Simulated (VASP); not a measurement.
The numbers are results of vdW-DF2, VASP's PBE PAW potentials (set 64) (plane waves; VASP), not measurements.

The input files of a VASP run:

File KPOINTS:
```
k-points along high-symmetry lines
15
Line-mode
Reciprocal
  0.000000   0.000000   0.000000 ! GAMMA
  0.500000   0.000000   0.500000 ! X

  0.500000   0.000000   0.500000 ! X
  0.625000   0.250000   0.625000 ! U

  0.375000   0.375000   0.750000 ! K
  0.000000   0.000000   0.000000 ! GAMMA

  0.000000   0.000000   0.000000 ! GAMMA
  0.500000   0.500000   0.500000 ! L

  0.500000   0.500000   0.500000 ! L
  0.500000   0.250000   0.750000 ! W

  0.500000   0.250000   0.750000 ! W
  0.500000   0.000000   0.500000 ! X
```

File POSCAR:
```
NaF
1
    0.0000000000     2.3343245444     2.3343245444
    2.3343245444     0.0000000000     2.3343245444
    2.3343245444     2.3343245444     0.0000000000
Na F
1 1
Direct
  0.0000000000   0.0000000000   0.0000000000
  0.5000000000   0.5000000000   0.5000000000
```

### INCAR
```
ZAB_VDW = -1.8867
ISMEAR = 0
AGGAC = 0.0
LCHARG = .FALSE.
NELM = 100   ! most electronic steps
SYSTEM = NaF
SIGMA = 0.05
PREC = Accurate
GGA = ML
LORBIT = 11   ! lm-projected
ENCUT = 520   ! plane-wave cut-off (eV)
ICHARG = 11
LUSE_VDW = .TRUE.
LWAVE = .FALSE.
LREAL = .FALSE.
LASPH = .TRUE.
ALGO = Normal   ! blocked Davidson
EDIFF = 1E-7   ! SCF stop (eV)
```

POTCAR, in this order: Na_pv F (PBE.64 set). Program: vasp_std. Read from the step before: CHGCAR.

What VASP printed:

File OUTCAR:
```
 ion  position               nearest neighbor table
   1  0.000  0.000  0.000-   2 2.33   2 2.33   2 2.33   2 2.33   2 2.33   2 2.33
   2  0.500  0.500  0.500-   1 2.33   1 2.33   1 2.33   1 2.33   1 2.33   1 2.33
  LATTYP: Found a face centered cubic cell.
 ALAT       =     4.6686490888
 Subroutine PRICEL returns:
 Original cell was already a primitive cell.
 Subroutine GETGRP returns: Found 48 space group operations
The static configuration has the point symmetry O_h .
The dynamic configuration has the point symmetry O_h .
 Subroutine INISYM returns: Found 48 space group operations
   k-points           NKPTS =     90   k-points in BZ     NKDIM =     90   number of bands    NBANDS=     11
   number of dos      NEDOS =    301   number of ions     NIONS =      2
   total plane-waves  NPLWV =  21952
   dimension x,y,z NGX =    28 NGY =   28 NGZ =   28
   dimension x,y,z NGXF=    56 NGYF=   56 NGZF=   56
   ions per type =               1   1
   PREC   = accura    normal or accurate (medium, high low for compatibility)
   ISTART =      0    job   : 0-new  1-cont  2-samecut
   ICHARG =     11    charge: 1-file 2-atom 10-const
   ISPIN  =      1    spin polarized calculation?
   LNONCOLLINEAR =      F non collinear calculations
   LSORBIT =      F    spin-orbit coupling
   INIWAV =      1    electr: 0-lowe 1-rand  2-diag
   ENCUT  =  520.0 eV  38.22 Ry    6.18 a.u.   6.14  6.14  6.14*2*pi/ulx,y,z
...
```

OSZICAR:
```
       N       E                     dE             d eps       ncg     rms          rms(c)
DAV:   1     0.110575746013E+03    0.11058E+03   -0.82315E+03  2001   0.157E+03
DAV:   2     0.138818827371E+01   -0.10919E+03   -0.10165E+03  2136   0.355E+02
DAV:   3    -0.482684575268E+01   -0.62150E+01   -0.61913E+01  2277   0.860E+01
DAV:   4    -0.489380092929E+01   -0.66955E-01   -0.66940E-01  2164   0.959E+00
DAV:   5    -0.489450299103E+01   -0.70206E-03   -0.70205E-03  2247   0.101E+00
DAV:   6    -0.489451505982E+01   -0.12069E-04   -0.12069E-04  2185   0.134E-01
DAV:   7    -0.489451532201E+01   -0.26219E-06   -0.26222E-06  2253   0.192E-02
DAV:   8    -0.489451532794E+01   -0.59279E-08   -0.59273E-08  1705   0.294E-03
   1 F= -.48945153E+01 E0= -.48945153E+01  d E =-.367513E-13
```

**OUTCAR**
```
 val. band max:       -2.6120145913   @ k =   0.0000   0.0000   0.0000

 cond. band min:       3.4698905869   @ k =   0.0000   0.0000   0.0000



 k-point     1 :       0.0000    0.0000    0.0000
  band No.  band energies     occupation
      1     -21.8563      2.00000
      2     -21.8563      2.00000
      3     -21.8563      2.00000
      4     -21.6486      2.00000
      5      -2.6120      2.00000
      6      -2.6120      2.00000
      7      -2.6120      2.00000
      8       3.4699      0.00000
      9      16.0642      0.00000
     10      16.0642      0.00000
     11      16.0642      0.00000

 k-point     2 :       0.0357    0.0000    0.0357
  band No.  band energies     occupation
      1     -21.8968      2.00000
      2     -21.8569      2.00000
      3     -21.8569      2.00000
      4     -21.6049      2.00000
      5      -2.6443      2.00000
      6      -2.6176      2.00000
      7      -2.6176      2.00000
      8       3.5327      0.00000
      9      15.8270      0.00000
     10      16.0725      0.00000
     11      16.0725      0.00000

 k-point     3 :       0.0714    0.0000    0.0714
  band No.  band energies     occupation
      1     -21.9722      2.00000
      2     -21.8587      2.00000
      3     -21.8587      2.00000
      4     -21.5208      2.00000
      5      -2.7353      2.00000
      6      -2.6338      2.00000
      7      -2.6338      2.00000
      8       3.7147      0.00000
      9      15.2829      0.00000
     10      16.0963      0.00000
     11      16.0963      0.00000

 k-point     4 :       0.1071    0.0000    0.1071
  band No.  band energies     occupation
      1     -22.0470      2.00000
      2     -21.8615      2.00000
      3     -21.8615      2.00000
      4     -21.4326      2.00000
      5      -2.8699      2.00000
      6      -2.6597      2.00000
      7      -2.6597      2.00000
      8       4.0023      0.00000
      9      14.6422      0.00000
     10      16.1338      0.00000
...
```

The density is held fixed in this step, so its total energy and stress have no physical meaning.

The compound is NaF in the rock salt structure. It was relaxed first.
